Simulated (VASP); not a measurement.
MnS:

```
CELL_PARAMETERS angstrom
0.00000 2.61225 2.61225
5.22450 2.61225 2.61225
5.22450 5.22450 0.00000
ATOMIC_POSITIONS crystal
Mn 0.00000 0.00000 0.00000
Mn 0.00000 0.00000 0.50000
S 0.50000 0.50000 0.00000
S 0.50000 0.50000 0.50000
```

Base run:

```yaml
Program: VASP 6.6.1
Functional: PBEsol
Potentials_or_basis: VASP PAW PBE potentials, release 64 (Mn_pv, S)
Cutoff: 520 eV
k_mesh: 7 × 7 × 6
Occupations: gaussian, width 0.05 eV
Spin: collinear spin, ferromagnetic start
Starting_moments: "[4.0, 4.0, 0.0, 0.0] μB"
Hubbard_terms: Mn d U = 4 eV
```

Its results: band gap on the k mesh 0.55 eV; pressure -0.3 GPa; net moment 10.00 μB per cell; site moments Mn +4.59; S +0.08 μB.

The run is repeated on the same cell with these changes: spin from collinear spin, ferromagnetic start to collinear spin, antiferromagnetic start; moments at the start from [4.0, 4.0, 0.0, 0.0] to [4.0, -4.0, 0.0, 0.0]. What comes out?

Band gap on the k mesh 1.29 eV; pressure -0.9 GPa; net moment 0.00 μB per cell; site moments Mn +4.56, -4.56; S -0.03, +0.03 μB.

Caveats: the PAW data sets were made with another functional, which shifts forces and pressure a little; an odd mesh through Γ misses points on the zone boundary, where band edges often lie.
